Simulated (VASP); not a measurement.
VASP ran on this input.

**POSCAR**
```
NaI
1
    0.0000000000     3.2350000000     3.2350000000
    3.2350000000     0.0000000000     3.2350000000
    3.2350000000     3.2350000000     0.0000000000
Na I
1 1
Direct
  0.0000000000   0.0000000000   0.0000000000
  0.5000000000   0.5000000000   0.5000000000
```

**INCAR**
```
SYSTEM = NaI
PREC = Accurate
ENCUT = 400
EDIFF = 1E-6
NELM = 3
ALGO = Normal
LREAL = .FALSE.
LASPH = .TRUE.
ISMEAR = 0
SIGMA = 0.05
GGA = PE
LMAXMIX = 4
LWAVE = .FALSE.
LCHARG = .FALSE.
ISIF = 2
```

### KPOINTS
```
Automatic mesh
0
Gamma
6 6 6
0 0 0
```

POTCAR, in this order: Na_pv I (PBE.64 set). Program: vasp_std.

Output

**standard output**
```
 POSCAR found type information on POSCAR NaI
 POSCAR found :  2 types and       2 ions
 Reading from existing POTCAR
 Reading from existing POTCAR
 LDA part: xc-table for (Slater+PW92), standard interpolation
 POSCAR, INCAR and KPOINTS ok, starting setup
 WAVECAR not read
 entering main loop
       N       E                     dE             d eps       ncg     rms          rms(c)
DAV:   1     0.631244361651E+02    0.63124E+02   -0.59928E+03   360   0.951E+02
DAV:   2    -0.550525491830E+00   -0.63675E+02   -0.59970E+02   388   0.202E+02
DAV:   3    -0.532649672455E+01   -0.47760E+01   -0.47568E+01   427   0.601E+01

 -----------------------------------------------------------------------------
|                                                                             |
|           W    W    AA    RRRRR   N    N  II  N    N   GGGG   !!!           |
|           W    W   A  A   R    R  NN   N  II  NN   N  G    G  !!!           |
|           W    W  A    A  R    R  N N  N  II  N N  N  G       !!!           |
|           W WW W  AAAAAA  RRRRR   N  N N  II  N  N N  G  GGG   !            |
|           WW  WW  A    A  R   R   N   NN  II  N   NN  G    G                |
|           W    W  A    A  R    R  N    N  II  N    N   GGGG   !!!           |
|                                                                             |
|     The electronic self-consistency was not achieved in the given           |
|     number of steps (NELM). The forces and other quantities evaluated       |
|     might not be reliable so examine the results carefully. If you find     |
|     spurious results, we suggest increasing NELM, if you were close to      |
|     convergence or switching to a different ALGO or adjusting the           |
|     density mixing parameters otherwise.                                    |
|                                                                             |
 -----------------------------------------------------------------------------

   1 F= -.53264967E+01 E0= -.53264967E+01  d E =-.283195E-12
```

**OUTCAR**
```
------------------------ aborting loop EDIFF was not reached (unconverged)  ----------------------------
  FORCE on cell =-STRESS in cart. coord.  units (eV):
  Direction    XX          YY          ZZ          XY          YZ          ZX
  --------------------------------------------------------------------------------------
  Total        1.3728484      1.3728484      1.3728484      0.0000000     -0.0000000     -0.0000000
  in kB       32.4848094     32.4848094     32.4848094      0.0000000     -0.0000000     -0.0000000
  external PRESSURE =      32.4848094 kB  Pullay stress =       0.0000000 kB
  volume of cell :       67.71
      direct lattice vectors                 reciprocal lattice vectors
     0.000000000  3.235000000  3.235000000    -0.154559505  0.154559505  0.154559505
     3.235000000  0.000000000  3.235000000     0.154559505 -0.154559505  0.154559505
     3.235000000  3.235000000  0.000000000     0.154559505  0.154559505 -0.154559505
  FREE ENERGIE OF THE ION-ELECTRON SYSTEM (eV)
  ---------------------------------------------------
  free  energy   TOTEN  =        -5.3264967245 eV

  energy  without entropy=       -5.3264967245  energy(sigma->0) =       -5.32649672
```
(Selected blocks of OUTCAR.)

Problem. Read the log: what went wrong, and how is it fixed?

Solution. The cause: NELM is too small, so the electronic loop ends before EDIFF is met. The run did not converge; its last values are not results. Against the sound run, the energy per atom (σ→0) rises by 0.029 eV/atom; the pressure rises by 2.89 GPa; the band gap goes up by 0.22 eV. To mend it, set NELM = 100.

The mended run (PBE GGA, plane waves, VASP's PBE PAW potentials (set 64)) converges, and its OSZICAR ends with
```
   1 F= -.53844855E+01 E0= -.53844855E+01  d E =-.174561E-15
```

The compound is NaI in the rock salt structure. The cell was not relaxed at this level.
